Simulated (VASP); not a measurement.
Output of a VASP run:

**OSZICAR**
```
       N       E                     dE             d eps       ncg     rms          rms(c)
DAV:   1     0.235421460991E+02    0.23542E+02   -0.77388E+03  1584   0.121E+03
DAV:   2    -0.225082606702E+02   -0.46050E+02   -0.43206E+02  2157   0.209E+02
DAV:   3    -0.242047728706E+02   -0.16965E+01   -0.16833E+01  2029   0.310E+01
DAV:   4    -0.242186578701E+02   -0.13885E-01   -0.13814E-01  1906   0.309E+00
DAV:   5    -0.242188281844E+02   -0.17031E-03   -0.17025E-03  2134   0.285E-01    0.578E+01
DAV:   6    -0.211215511662E+02    0.30973E+01   -0.20285E+01  1781   0.232E+01    0.412E+01
DAV:   7    -0.210580855872E+02    0.63466E-01   -0.64938E-01  1854   0.617E+00    0.248E+01
DAV:   8    -0.210519869457E+02    0.60986E-02   -0.57846E-02  1773   0.238E+00    0.581E+00
DAV:   9    -0.210457060532E+02    0.62809E-02   -0.30665E-02  1788   0.104E+00    0.184E+00
DAV:  10    -0.210454965248E+02    0.20953E-03   -0.87094E-04  1888   0.256E-01    0.409E-01
DAV:  11    -0.210454828071E+02    0.13718E-04   -0.22037E-04  1799   0.104E-01    0.557E-02
DAV:  12    -0.210454806725E+02    0.21347E-05   -0.71208E-06  1843   0.245E-02    0.678E-02
DAV:  13    -0.210454798708E+02    0.80162E-06   -0.49495E-07   906   0.737E-03
   1 F= -.21599157E+02 E0= -.21599099E+02  d E =-.215992E+02
       N       E                     dE             d eps       ncg     rms          rms(c)
DAV:   1    -0.210636823791E+02   -0.18202E-01   -0.14037E+00  1584   0.116E+01    0.369E+00
DAV:   2    -0.210291329260E+02    0.34549E-01   -0.43925E-02  1602   0.215E+00    0.198E+00
DAV:   3    -0.210159910896E+02    0.13142E-01   -0.40202E-02  1632   0.185E+00    0.125E+00
DAV:   4    -0.210160942471E+02   -0.10316E-03   -0.60833E-04  1933   0.260E-01    0.154E+00
DAV:   5    -0.210159765610E+02    0.11769E-03   -0.23651E-04  1878   0.128E-01    0.151E-01
DAV:   6    -0.210159595414E+02    0.17020E-04   -0.45183E-05  1806   0.439E-02    0.496E-02
DAV:   7    -0.210159608726E+02   -0.13312E-05   -0.14599E-06  1030   0.117E-02    0.546E-02
DAV:   8    -0.210159587327E+02    0.21399E-05   -0.15656E-05  1772   0.258E-02    0.166E-02
DAV:   9    -0.210159591227E+02   -0.39004E-06   -0.66844E-07   819   0.818E-03
   2 F= -.21592608E+02 E0= -.21592570E+02  d E =0.654926E-02
       N       E                     dE             d eps       ncg     rms          rms(c)
DAV:   1    -0.210596700399E+02   -0.43711E-01   -0.57018E-01  1584   0.740E+00    0.237E+00
DAV:   2    -0.210456843085E+02    0.13986E-01   -0.18449E-02  1596   0.139E+00    0.128E+00
DAV:   3    -0.210403163341E+02    0.53680E-02   -0.16559E-02  1628   0.117E+00    0.792E-01
DAV:   4    -0.210403567286E+02   -0.40395E-04   -0.24243E-04  1936   0.165E-01    0.961E-01
DAV:   5    -0.210402940345E+02    0.62694E-04   -0.94463E-05  1911   0.817E-02    0.132E-01
DAV:   6    -0.210402820135E+02    0.12021E-04   -0.21576E-05  1849   0.298E-02    0.358E-02
DAV:   7    -0.210402822544E+02   -0.24092E-06   -0.49847E-07   846   0.730E-03
   3 F= -.21602171E+02 E0= -.21602121E+02  d E =-.301389E-02
```

OUTCAR:
```
------------------------ aborting loop because EDIFF is reached ----------------------------------------
 Edisp (eV)   -0.56189
  FORCE on cell =-STRESS in cart. coord.  units (eV):
  Direction    XX          YY          ZZ          XY          YZ          ZX
  --------------------------------------------------------------------------------------
  Total      -0.00434    -0.00434    -0.00434     0.00000     0.00000    -0.00000
  in kB      -0.28196    -0.28196    -0.28196     0.00000     0.00000    -0.00000
  external pressure =       -0.28 kB  Pullay stress =        0.00 kB
  volume of cell :       24.66
      direct lattice vectors                 reciprocal lattice vectors
     0.000000000  2.310367482  2.310367482    -0.216415788  0.216415788  0.216415788
     2.310367482  0.000000000  2.310367482     0.216415788 -0.216415788  0.216415788
     2.310367482  2.310367482  0.000000000     0.216415788  0.216415788 -0.216415788
 POSITION                                       TOTAL-FORCE (eV/Angst)
 -----------------------------------------------------------------------------------
      0.00000      0.00000      0.00000         0.000000      0.000000      0.000000
      2.31037      2.31037      2.31037         0.000000      0.000000     -0.000000
 -----------------------------------------------------------------------------------
    total drift:                                0.000000     -0.000000     -0.000000
  FREE ENERGIE OF THE ION-ELECTRON SYSTEM (eV)
  ---------------------------------------------------
  free  energy   TOTEN  =       -21.6021712193 eV

  energy  without entropy=      -21.6020219639  energy(sigma->0) =      -21.60212147

 reached required accuracy - stopping structural energy minimisation
```
(Selected blocks of OUTCAR.)

### POSCAR
```
HfC
1
    0.0000000000     2.3200000000     2.3200000000
    2.3200000000     0.0000000000     2.3200000000
    2.3200000000     2.3200000000     0.0000000000
Hf C
1 1
Direct
  0.0000000000   0.0000000000   0.0000000000
  0.5000000000   0.5000000000   0.5000000000
```

Problem. Write an INCAR and KPOINTS that could have produced this output.

Solution. This is not unique; one that fits is the input of the run itself, PBE GGA with D3 dispersion (zero damping), plane waves, VASP's PBE PAW potentials (set 64).

**INCAR**
```
SYSTEM  =  HfC
PREC  =  Accurate; ENCUT  =  520; LREAL  =  F
LASPH  =  T
EDIFF  =  1E-6; NELM  =  100; ALGO  =  Normal
LMAXMIX  =  6
ISMEAR  =  1; SIGMA  =  0.1
GGA  =  PE; IVDW  =  11
IBRION  =  2; NSW  =  60; ISIF  =  3
EDIFFG  =  -0.01
LWAVE  =  F; LCHARG  =  F
```

KPOINTS:
```
Automatic
0
Gamma
  12 12 12
0 0 0
```

POTCAR, in this order: Hf_pv C (PBE.64 set). Program: vasp_std.

The compound is HfC in the rock salt structure. This run relaxes it. Symmetry was kept, so distortions that lower it aren't found.
